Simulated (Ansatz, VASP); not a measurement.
# In3Sb in two plane-wave programs

Wanted: the spread between two codes on one cell, functional and k mesh. The cell is generated by rule, not measured, and may not be a known phase. The cell is taken from a series of runs on this material, whose earlier steps may have relaxed, scaled, displaced or heated it; both programs get it as it stands.

Program: Ansatz 0.2.0. Level of theory: plane waves, with VASP 6.6.1 beside it; PBEsol. Results are calculated unless marked as measured.

**1. Starting point**

The structure is cubic, space group Fm-3m (No. 225). Conventional cell: a = 8.198 Å, b = 8.198 Å, c = 8.198 Å, α = 90.00°, β = 90.00°, γ = 90.00°. Nearest to Sb lie 8 In at 3.55 Å. Nearest to In lie 4 Sb at 3.55 Å and 4 In at 3.55 Å. Nearest to In lie 8 In at 3.55 Å. Farther neighbours are not listed.

**2. VASP: single point, PBEsol, pair 1**

A single point takes one fixed geometry, so differences don't come from the geometry; what else differs is listed under the comparison.

Lines of VASP's logs that name or quote its potential files are left out, and so is its time.

The input, INCAR:

```
SYSTEM = In3Sb
PREC = Accurate
ENCUT = 500
EDIFF = 1E-06
NELM = 120
ISMEAR = 0
SIGMA = 0.1
LREAL = .FALSE.
ALGO = Normal
GGA = PS
NBANDS = 28
LORBIT = 11
LWAVE = .FALSE.
LCHARG = .FALSE.
ISIF = 2
LASPH = .TRUE.
GGA_COMPAT = .FALSE.
KPAR = 2
```

The input, POSCAR:

```
In3Sb
1.0
    0.0000000000      4.0991900000      4.0991900000
    4.0991900000      0.0000000000      4.0991900000
    4.0991900000      4.0991900000      0.0000000000
Sb In
1 3
Direct
    0.0000000000      0.0000000000      0.0000000000
    0.2500000000      0.2500000000      0.2500000000
    0.7500000000      0.7500000000      0.7500000000
    0.5000000000      0.5000000000      0.5000000000
```

The input, KPOINTS:

```
Automatic mesh
0
Gamma
4 4 4
0 0 0
```

The projector-augmented-wave data sets are Sb and In_d (PBE family, release 64).

On the command line:

```console
$ mpirun -np 2 vasp_std
```

Numbers of over 12 decimals in the logs are rounded to 6 here.

What it wrote:

```text
[banner, memory and clock lines left out]
running    2 mpi-ranks, on    1 nodes
 distrk:  each k-point on    1 cores,    2 groups
 distr:  one band on    1 cores,    1 groups

 POSCAR found type information on POSCAR SbIn
 POSCAR found :  2 types and       4 ions
|                                                                             |
|               ----> ADVICE to this user running VASP <----                  |
|                                                                             |
|     You enforced a specific xc type in the INCAR file but a different       |
|     [... a line on the potential file left out ...]
|     I HOPE YOU KNOW WHAT YOU ARE DOING!                                     |
|                                                                             |

 LDA part: xc-table for (Slater+PW92), standard interpolation
 POSCAR, INCAR and KPOINTS ok, starting setup
 FFT: planning ... GRIDC
 FFT: planning ... GRID_SOFT
 FFT: planning ... GRID
 WAVECAR not read
 entering main loop
       N       E                     dE             d eps       ncg     rms          rms(c)
DAV:   1     0.371234595713E+03    0.37123E+03   -0.19757E+04   448   0.172E+03
DAV:   2     0.216132093970E+02   -0.34962E+03   -0.34476E+03   452   0.425E+02
DAV:   3    -0.113162797357E+02   -0.32929E+02   -0.31923E+02   536   0.152E+02
DAV:   4    -0.126886531793E+02   -0.13724E+01   -0.13701E+01   540   0.336E+01
DAV:   5    -0.127381101926E+02   -0.49457E-01   -0.49455E-01   600   0.576E+00    0.257E+00
DAV:   6    -0.126220292301E+02    0.11608E+00   -0.32039E-01   588   0.674E+00    0.132E+00
DAV:   7    -0.126154645458E+02    0.65647E-02   -0.10571E-01   500   0.317E+00    0.513E-01
DAV:   8    -0.126133887834E+02    0.20758E-02   -0.57416E-03   616   0.804E-01    0.249E-01
DAV:   9    -0.126129543424E+02    0.43444E-03   -0.16696E-03   484   0.319E-01    0.704E-02
DAV:  10    -0.126129652243E+02   -0.10882E-04   -0.89045E-05   576   0.712E-02    0.418E-02
DAV:  11    -0.126129683801E+02   -0.31558E-05   -0.16357E-05   488   0.420E-02    0.749E-03
DAV:  12    -0.126129677498E+02    0.63029E-06   -0.34091E-06   392   0.217E-02
   1 F= -.12612968E+02 E0= -.12610494E+02  d E =-.494726E-02
```

Parts of OUTCAR (step 2):

```text
ion  position               nearest neighbor table
   1  0.000  0.000  0.000-   3 3.55   3 3.55   3 3.55   2 3.55   3 3.55   2 3.55   2 3.55   2 3.55

  LATTYP: Found a face centered cubic cell.
 ALAT       =     8.1983800000

 Subroutine GETGRP returns: Found 48 space group operations
 (whereof 48 operations were pure point group operations)

The static configuration has the point symmetry O_h .

 Found      8 irreducible k-points:

   k-points           NKPTS =      8   k-points in BZ     NKDIM =      8   number of bands    NBANDS=     28

   dimension x,y,z NGX =    42 NGY =   42 NGZ =   42
   dimension x,y,z NGXF=    84 NGYF=   84 NGZF=   84

   ENCUT  =  500.0 eV  36.75 Ry    6.06 a.u.  10.57 10.57 10.57*2*pi/ulx,y,z

   NELECT =      44.0000    total number of electrons

 k-points in reciprocal lattice and weights: Automatic mesh
   0.00000000  0.00000000  0.00000000       0.016
   0.25000000  0.00000000  0.00000000       0.125
   0.50000000  0.00000000  0.00000000       0.062
   0.25000000  0.25000000  0.00000000       0.094
   0.50000000  0.25000000  0.00000000       0.375
  -0.25000000  0.25000000  0.00000000       0.188
   0.50000000  0.50000000  0.00000000       0.047
  -0.25000000  0.50000000  0.25000000       0.094

 average (electrostatic) potential at core
       1 -87.5595       2 -96.0463       3 -96.0463       4 -96.3184

 E-fermi :   4.5191

 k-point     1 :       0.0000    0.0000    0.0000
  band No.  band energies     occupation
    ...
     18       1.9983      2.00000
     19       3.4924      2.00000
     20       3.6772      2.00000
     21       3.6772      2.00000
     22       3.6772      2.00000
     23       5.0689      0.00000
     24       5.0689      0.00000
     25       5.0689      0.00000
     26       5.7485      0.00000
     27       5.7485      0.00000
    ...

 k-point     2 :       0.2500    0.0000    0.0000
  band No.  band energies     occupation
    ...
     18       1.1369      2.00000
     19       2.4545      2.00000
     20       3.3652      2.00000
     21       3.3652      2.00000
     22       3.9123      2.00000
     23       4.8361      0.00001
     24       4.8361      0.00001
     25       6.3974      0.00000
     26       6.3974      0.00000
     27       6.9868      0.00000
    ...

 k-point     3 :       0.5000    0.0000    0.0000
  band No.  band energies     occupation
    ...
     19       1.8798      2.00000
     20       3.2238      2.00000
     21       3.2238      2.00000
     22       4.3607      1.97493
     23       4.3607      1.97493
     24       5.6297      0.00000
     25       6.5891      0.00000
     26       8.2434      0.00000
     27       8.2434      0.00000
     28       8.9153      0.00000

  Total       -4.9383220     -4.9383220     -4.9383220     -0.0000000     -0.0000000      0.0000000
  in kB      -57.4335749    -57.4335749    -57.4335749     -0.0000000     -0.0000000      0.0000000
  external PRESSURE =     -57.4335749 kB  Pullay stress =       0.0000000 kB

  energy-cutoff  :      500.00
  volume of cell :      137.76
      direct lattice vectors                 reciprocal lattice vectors
     0.000000000  4.099190000  4.099190000    -0.121975317  0.121975317  0.121975317
     4.099190000  0.000000000  4.099190000     0.121975317 -0.121975317  0.121975317
     4.099190000  4.099190000  0.000000000     0.121975317  0.121975317 -0.121975317

 POSITION                                       TOTAL-FORCE (eV/Angst)
 -----------------------------------------------------------------------------------
      0.00000      0.00000      0.00000         0.000000     -0.000000     -0.000000
      2.04960      2.04960      2.04960        -0.000000     -0.000000     -0.000000
      6.14879      6.14879      6.14879         0.000000      0.000000      0.000000
      4.09919      4.09919      4.09919         0.000000     -0.000000     -0.000000
 -----------------------------------------------------------------------------------
    total drift:                               -0.000000     -0.000000      0.000000

  FREE ENERGIE OF THE ION-ELECTRON SYSTEM (eV)
  ---------------------------------------------------
  free  energy   TOTEN  =       -12.6129677498 eV

  energy  without entropy=      -12.6080204887  energy(sigma->0) =      -12.61049412

 total charge
# of ion       s       p       d       tot
------------------------------------------
    1        1.239   1.056   0.011   2.306
    2        1.062   0.334   9.839  11.235
    3        1.062   0.334   9.839  11.235
    4        1.073   0.306   9.840  11.219
--------------------------------------------------
tot          4.435   2.031  29.529  35.995

[... 3 further parts left out ...]
```

The run ends at a pressure of -5.74 GPa.

**3. Ansatz: single point, PBEsol, pair 1**

Ansatz runs on its default PAW (the set named soft_2) files.

The same cell, functional, mesh and smearing now go to Ansatz, which takes its cutoff from its data sets.

The input, input.yaml:

```yaml
crystal:
  lattice:
    - [0.0, 4.09919, 4.09919]
    - [4.09919, 0.0, 4.09919]
    - [4.09919, 4.09919, 0.0]
  atoms:
    - { symbol: Sb, position: [0.0, 0.0, 0.0] }
    - { symbol: In, position: [0.25, 0.25, 0.25] }
    - { symbol: In, position: [0.75, 0.75, 0.75] }
    - { symbol: In, position: [0.5, 0.5, 0.5] }
kpoints:
  mp_grid: { grid: [4, 4, 4] }
hamiltonian:
  xc: pbesol
scf:
  occupations: { method: gaussian, width: 0.1 }
output:
  forces: true
  stress: true
  eigenvalues: true
```

On the command line:

```console
$ ansatz run input.yaml --threads 4 --pin off --max-ram 7168MiB --backend cpu --events-out ev --progress --plain --runs-dir out
```

What it wrote:

```text
Engine: ansatz 0.2.0, aarch64-unknown-linux-gnu
Pseudopotentials: kind: paw
Pseudopotential: Sb, paw, valence charge 15, recommended cutoff 420 eV (normal), Sb.paw.azcp
Pseudopotential: In, paw, valence charge 13, recommended cutoff 420 eV (normal), In.paw.azcp
Functional definition: PBEsol
  exchange = pbesol_x
  correlation = pbesol_c
Crystal: 4 atoms, lattice volume = 137.760 Å³
Basis set: ecut = 420 eV, 2733 PW (Γ), exchange–correlation on 80×80×80 points (8 copies of the dense FFT grid, shifted against one another)
Bands: 33, of which v1, the nominal top of the filled ones, is band 27 counted from 1 (26 counted from 0)
Symmetry: 48 space group operations
Space group: Fm-3m (ITA 225), of the structure as read, at distance tolerance 5.2e-5 Å
k-points: 8 of 64
Non-local potential: Sb, projectors of the file, l = 0: 2, l = 1: 2, l = 2: 2, l = 3: 2
Non-local potential: In, projectors of the file, l = 0: 2, l = 1: 2, l = 2: 2, l = 3: 2
PAW form: soft (Blöchl's): semilocal exchange-correlation on the pseudo side does not see the compensation charge
PAW frozen core: Sb, regenerated for the run's functional, and the local potential with it (the file was generated under x = pbe(κ = 0.804, μ = 0.219515), c = pbe(β = 0.066725))
PAW frozen core: In, regenerated for the run's functional, and the local potential with it (the file was generated under x = pbe(κ = 0.804, μ = 0.219515), c = pbe(β = 0.066725))
PAW one-centre angular grid: Sb, 590 points (default); XC on 64 Gauss nodes
PAW one-centre angular grid: In, 590 points (default); XC on 64 Gauss nodes
Initial density: superposition of atomic densities (neutral atoms: chi_scale 0, normalization atom), corrected by the library's trained network
Initial wavefunctions: pseudopotential atomic-orbital guess
Functional: x = pbesol(κ = 0.804, μ = 0.123457), c = pbesol(β = 0.046)
SCF iter   1: F=—  HF=-22983.411507 eV  |F-HF|=—  |Δ(HF+E_count)|=         —  Δρ=2.95e-3  dr2=2.49e-2  ethr=1.77e-3  ⟨swp⟩=6.6  Hψ=1075  notcnv=0
preconditioner: auto → Resta (q_TF=auto, 2.334 Å⁻¹)  ε∞=3.5  [insulator: Δε(μ)=0.389 eV  Ē_g=13.260 eV  σ=0.100 eV  W_gap=0.96  n_scr=26 (ndim 8)  ℏωp=21.0 eV  f_vac=0.000  D(μ)=0.96/eV (n_scr^D=0)  ε∞_Penn≈3.5]
SCF iter   2: F=—  HF=-22983.401443 eV  |F-HF|=—  |Δ(HF+E_count)|=   1.01e-2  Δρ=1.48e-3  dr2=2.73e-3  ethr=4.61e-5  ⟨swp⟩=1.2  Hψ=330  notcnv=0
SCF iter   3: F=—  HF=-22983.400796 eV  |F-HF|=—  |Δ(HF+E_count)|=   6.47e-4  Δρ=3.32e-4  dr2=1.34e-4  ethr=5.06e-6  ⟨swp⟩=2.0  Hψ=430  notcnv=0
SCF iter   4: F=—  HF=-22983.400762 eV  |F-HF|=—  |Δ(HF+E_count)|=   3.44e-5  Δρ=1.55e-4  dr2=2.94e-5  ethr=2.49e-7  ⟨swp⟩=2.0  Hψ=405  notcnv=0
SCF iter   5: F=—  HF=-22983.400762 eV  |F-HF|=—  |Δ(HF+E_count)|=   5.36e-7  Δρ=1.57e-5  dr2=4.97e-7  ethr=5.45e-8  ⟨swp⟩=2.0  Hψ=310  notcnv=0
SCF iter   6: F=—  HF=-22983.400762 eV  |F-HF|=—  |Δ(HF+E_count)|=   3.69e-8  Δρ=8.74e-6  dr2=1.08e-7  ethr=1.85e-10  ⟨swp⟩=9.2  Hψ=1282  notcnv=0
SCF iter   7: F=-22983.400762 eV  HF=-22983.400762 eV  |F-HF|=6.74e-9  |Δ(HF+E_count)|=   4.76e-8  Δρ=2.46e-6  dr2=8.16e-9  ethr=1.85e-10  ⟨swp⟩=4.0  Hψ=784  notcnv=0
SCF 1 converged in 7 iterations: F = -22983.400762 eV  dr2 = 8.16e-9
  greatest PAW one-centre occupation: 0.996 electrons in one spin orbital (limit 2), on the Sb atom at site 0 (counted from 0), in its partial waves of l = 2
SCF converged after 7 iterations
Free energy (F): -22983.400762 eV
Harris-Foulkes:  -22983.400762 eV  (|F-HF|=6.74e-9)
Internal energy: -22983.395808 eV  (E = F + TS)
E sigma→0 (E₀):  -22983.398285 eV
Entropy (-TS):   -0.004954 eV (-1.239 meV/atom)
Fermi energy:    6.698777 eV
--- Per-component energies (eV) ---
  E_band       = -391.963590
  E_kinetic    = 921.113417
  E_local      = -5368.458339  (includes V_loc(G=0)·N_el)
  E_nonlocal   = 1464.480437
  E_hartree    = 2182.070546
  E_xc         = -775.470962
  E_vxc        = -391.820966  (∫ρ·V_xc dr)
  E_paw        = -16738.721994  (= ΣΔE_a)
  E_vpaw       = -1381.412948  (= ΣTr[D̂ρ^β])
  E_aug_tail   = 0.000074  (compensation charges beyond the density's cutoff)
  E_ewald      = -4669.448552
  E_core_change = 1.039565  (= ΣΔE_core)
  E_smearing   = -0.004954  (= −TS)
  E_closure    = -0.000000  (closes the sum)
  Σ components = -22983.400762   (vs F -22983.400762, Δ=0.00e0)
--- Forces (eV/Å), atoms counted from 1 ---
  atom   1  Sb    -0.00000000     0.00000000     0.00000000
  atom   2  In    -0.00000000    -0.00000000     0.00000000
  atom   3  In    -0.00000000    -0.00000000    -0.00000000
  atom   4  In     0.00000000     0.00000000     0.00000000
  max |Σ_I F_I| component: 1.85e-17 eV/Å
--- Stress (GPa, compression-positive) ---
       -5.715784       0.000000       0.000000
        0.000000      -5.715784      -0.000000
        0.000000      -0.000000      -5.715784
  P = ⅓ Tr σ = -5.7158 GPa (-57.158 kbar)
--- Band table (eV; the first three rows and the last of 8) ---
  k-point 0: bands = [... 23 lower, 5.6729, 5.8571, 5.8571, 5.8571, 7.2499, 7.2499, 7.2499, 7.9291, ... 2 higher]
  k-point 1: bands = [... 23 lower, 4.6353, 5.5455, 5.5455, 6.0925, 7.0169, 7.0169, 8.5780, 8.5780, ... 2 higher]
  k-point 2: bands = [... 23 lower, 4.0609, 5.4042, 5.4042, 6.5417, 6.5417, 7.8090, 8.7686, 10.4229, ... 2 higher]
  k-point 7: bands = [... 23 lower, 1.8032, 5.7878, 6.2609, 6.4037, 6.4037, 9.4869, 9.4869, 10.9919, ... 2 higher]
```

The run ends at a pressure of -5.72 GPa.

**4. Differences**

Known differences besides the potentials themselves: the data sets hold 54 valence electrons in Ansatz (on its default PAW (the set named soft_2) files) and 44 in VASP; the cutoff is 420 eV in Ansatz and 500 eV in VASP; Ansatz makes its cores anew for this functional, VASP keeps those of its PBE data sets. Total energies have different zeros and are not compared.

Both answers:

```csv
quantity,Ansatz,VASP,difference
pressure (GPa),-5.72,-5.74,+0.03
```

**5. VASP: single point, PBEsol, pair 2**

With cell and atoms fixed, the geometry can't cause a difference; cores, projectors, grids and the points listed under the comparison can. This pair takes another cell of the material, with 8 atoms against 4 for the pair before.

Edit INCAR of step 2 so:

```diff
@@ -5,4 +5,4 @@
 NELM = 120
-ISMEAR = 0
-SIGMA = 0.1
+ISMEAR = 1
+SIGMA = 0.15
 LREAL = .FALSE.
@@ -10,3 +10,3 @@
 GGA = PS
-NBANDS = 28
+NBANDS = 54
 LORBIT = 11
```

The input, POSCAR:

```
In3Sb
1.0
    0.0000000000     -3.7366996105     -3.7366996105
    0.0000000000      3.7366996105     -3.7366996105
    7.4733992210      0.0000000000      0.0000000000
Sb In
2 6
Direct
    0.5000000000      0.5000000000      0.5000000000
    0.0000000000      0.0000000000      0.0000000000
    0.0000000000      0.5000000000      0.7500000000
    0.5000000000      0.0000000000      0.2500000000
    0.0000000000      0.5000000000      0.2500000000
    0.5000000000      0.0000000000      0.7500000000
    0.5000000000      0.5000000000      0.0000000000
    0.0000000000      0.0000000000      0.5000000000
```

The input, KPOINTS:

```
Automatic mesh
0
Gamma
6 6 4
0 0 0
```

On the command line:

```console
$ mpirun -np 2 vasp_std
```

What it wrote:

```text
[banner, memory and clock lines left out]
running    2 mpi-ranks, on    1 nodes
[...]
[... a notice as in an earlier step ...]

 LDA part: xc-table for (Slater+PW92), standard interpolation
 POSCAR, INCAR and KPOINTS ok, starting setup
[...]
entering main loop
       N       E                     dE             d eps       ncg     rms          rms(c)
DAV:   1     0.904849036676E+03    0.90485E+03   -0.38931E+04  3240   0.200E+03
DAV:   2     0.902257626611E+02   -0.81462E+03   -0.80132E+03  3240   0.526E+02
DAV:   3    -0.202344708690E+02   -0.11046E+03   -0.10783E+03  3550   0.209E+02
DAV:   4    -0.266457420587E+02   -0.64113E+01   -0.63371E+01  3880   0.519E+01
[...]
DAV:  10    -0.266211591029E+02    0.67016E-05   -0.32507E-04  5276   0.198E-01    0.337E-02
DAV:  11    -0.266211604442E+02   -0.13413E-05   -0.31175E-05  4564   0.470E-02    0.133E-02
DAV:  12    -0.266211604731E+02   -0.28827E-07   -0.46086E-06  3106   0.162E-02
   1 F= -.26621160E+02 E0= -.26619674E+02  d E =-.445994E-02
```

Parts of OUTCAR (step 5):

```text
  Total        0.9134774     -0.2482483     -0.2482483      0.0000000      0.0000000      0.0000000
  in kB        7.0126774     -1.9057782     -1.9057782      0.0000000      0.0000000      0.0000000
  external PRESSURE =       1.0670403 kB  Pullay stress =       0.0000000 kB

 POSITION                                       TOTAL-FORCE (eV/Angst)
 -----------------------------------------------------------------------------------
      3.73670      0.00000     -3.73670        -0.000000      0.000000     -0.000000
      0.00000      0.00000      0.00000        -0.000000     -0.000000      0.000000
      5.60505      1.86835     -1.86835         0.000000      0.000000     -0.000000
      1.86835     -1.86835     -1.86835        -0.000000     -0.000000     -0.000000
      1.86835      1.86835     -1.86835         0.000000      0.000000     -0.000000
      5.60505     -1.86835     -1.86835        -0.000000      0.000000      0.000000
      0.00000      0.00000     -3.73670         0.000000     -0.000000      0.000000
      3.73670      0.00000      0.00000        -0.000000      0.000000     -0.000000
 -----------------------------------------------------------------------------------
    total drift:                               -0.000000      0.000000     -0.000000

  FREE ENERGIE OF THE ION-ELECTRON SYSTEM (eV)
  ---------------------------------------------------
  free  energy   TOTEN  =       -26.6211604731 eV

  energy  without entropy=      -26.6167005323  energy(sigma->0) =      -26.61967383

[... 3 further parts left out ...]
[key lines of the parts left out:]
E-fermi :   7.8579
```

The run ends at a pressure of 0.11 GPa.

**6. Ansatz: single point, PBEsol, pair 2**

The same cell, functional, mesh and smearing now go to Ansatz, which takes its cutoff from its data sets.

The cell is taken from a series of runs on this material, whose earlier steps may have relaxed, scaled, displaced or heated it; both programs get it as it stands.

The input, input.yaml:

```yaml
crystal:
  lattice:
    - [0.0, -3.7366996105, -3.7366996105]
    - [0.0, 3.7366996105, -3.7366996105]
    - [7.473399221, 0.0, 0.0]
  atoms:
    - { symbol: Sb, position: [0.5, 0.5, 0.5] }
    - { symbol: Sb, position: [0.0, 0.0, 0.0] }
    - { symbol: In, position: [0.0, 0.5, 0.75] }
    - { symbol: In, position: [0.5, 0.0, 0.25] }
    - { symbol: In, position: [0.0, 0.5, 0.25] }
    - { symbol: In, position: [0.5, 0.0, 0.75] }
    - { symbol: In, position: [0.5, 0.5, 0.0] }
    - { symbol: In, position: [0.0, 0.0, 0.5] }
kpoints:
  mp_grid: { grid: [6, 6, 4] }
hamiltonian:
  xc: pbesol
scf:
  occupations: { method: methfessel_paxton, width: 0.15 }
output:
  forces: true
  stress: true
  eigenvalues: true
```

On the command line:

```console
$ ansatz run input.yaml --threads 4 --pin off --max-ram 7168MiB --backend cpu --events-out ev --progress --plain --runs-dir out
```

What it wrote:

```text
[...]
Crystal: 8 atoms, lattice volume = 208.701 Å³
Basis set: ecut = 420 eV, 4129 PW (Γ), exchange–correlation on 72×72×100 points (8 copies of the dense FFT grid, shifted against one another)
Bands: 65, of which v1, the nominal top of the filled ones, is band 54 counted from 1 (53 counted from 0)
Symmetry: 32 space group operations
[...]
k-points: 30 of 144
[...]
k-point 0: bands = [... 50 lower, 8.8943, 8.8943, 10.3327, 10.3327, 10.3330, 10.7636, 11.4122, 11.4122, ... 7 higher]
  k-point 1: bands = [... 50 lower, 8.2117, 8.8879, 9.7536, 10.8294, 10.8294, 11.2223, 12.1104, 12.1104, ... 7 higher]
  k-point 2: bands = [... 50 lower, 7.3271, 7.3271, 10.8034, 10.8034, 11.5551, 11.5551, 11.5551, 11.5551, ... 7 higher]
  k-point 29: bands = [... 50 lower, 9.5474, 9.5474, 9.9831, 9.9831, 9.9831, 9.9831, 13.7440, 13.7440, ... 7 higher]
[key lines of the parts left out:]
SCF converged after 7 iterations
Free energy (F): -45968.205480 eV
Fermi energy:    10.724949 eV
P = ⅓ Tr σ = 0.1168 GPa (1.168 kbar)
```

The run ends at a pressure of 0.12 GPa.

(Part 1 of 2 ends here.)

[Lines on the potential files, build, host, timing and source positions are cut from VASP's logs without a mark.]

[Logs are printed without paths, hosts, clocks, repeated set-up lines and the standing remarks that a program may print on its own settings, such as how far it seeks lower states.]

[Hosts, paths, dates, database ids (printed as entryN), source tags and the programs' standing remarks are cut or masked in the printed files.]
